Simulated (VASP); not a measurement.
Method: PBEsol GGA, VASP's PBE PAW potentials (set 64) (plane waves; VASP).

VASP ran on this input.

**POSCAR**
```
PbO
5.8360180
  0.9724051571   0.0000000000   0.0000000000
  0.0000000000   1.0000000000   0.0000000000
  0.0000000000   0.0000000000   0.9154642772
Pb O
4 4
Cart
  0.4739531908   0.2674340000   0.6930705403
  0.5049048469   0.7173540000   0.2360204226
  0.0179146202   0.2736670000   0.2229054814
  0.9425999666   0.7298610000   0.6776632765
  0.1118936890   0.3756360000   0.8031395568
  0.8645391702   0.6164630000   0.3268106768
  0.3756352502   0.3954770000   0.3397370324
  0.5981798944   0.6241070000   0.8002109865
```

**KPOINTS**
```
Automatic mesh
0
Gamma
  3 3 3
0 0 0
```

### INCAR
```
SYSTEM = PbO
PREC = Accurate
ENCUT = 400
EDIFF = 1E-6
NELM = 100
ALGO = Normal
LREAL = .FALSE.
LASPH = .TRUE.
ISMEAR = -1
SIGMA = 0.01
GGA = PS
LMAXMIX = 4
LWAVE = .FALSE.
LCHARG = .FALSE.
ISIF = 2
```

POTCAR, in this order: Pb_d O (PBE.64 set). Program: vasp_std.

At this cut-off the stress carries a Pulay error, which pulls relaxed volumes low.

Task: Predict the energy per atom (σ→0), pressure, largest force.

Result: 
```json
{
  "energy per atom (σ→0)": "-5655 meV/atom",
  "pressure": "-2.78 GPa",
  "largest_force": "1.340 eV/Å"
}
```

File OSZICAR:
```
...
DAV:  10    -0.452418665602E+02   -0.49661E-02   -0.47335E-02  1760   0.123E+00    0.139E-01
DAV:  11    -0.452429988012E+02   -0.11322E-02   -0.31960E-03  2016   0.345E-01    0.665E-02
DAV:  12    -0.452429290313E+02    0.69770E-04   -0.44465E-04  1848   0.195E-01    0.274E-02
DAV:  13    -0.452429466611E+02   -0.17630E-04   -0.19259E-04  2040   0.801E-02    0.395E-02
DAV:  14    -0.452429278095E+02    0.18852E-04   -0.52760E-05  1880   0.714E-02    0.183E-02
DAV:  15    -0.452429241752E+02    0.36343E-05   -0.26490E-05  1856   0.335E-02    0.289E-03
DAV:  16    -0.452429239762E+02    0.19903E-06   -0.35106E-06  1360   0.195E-02
   1 F= -.45242924E+02 E0= -.45242924E+02  d E =-.579749E-11
```

The structure comes from a computed database's PbO entry; how it stands against other phases isn't given here. The cell was not relaxed at this level, atoms are displaced from their ideal sites.
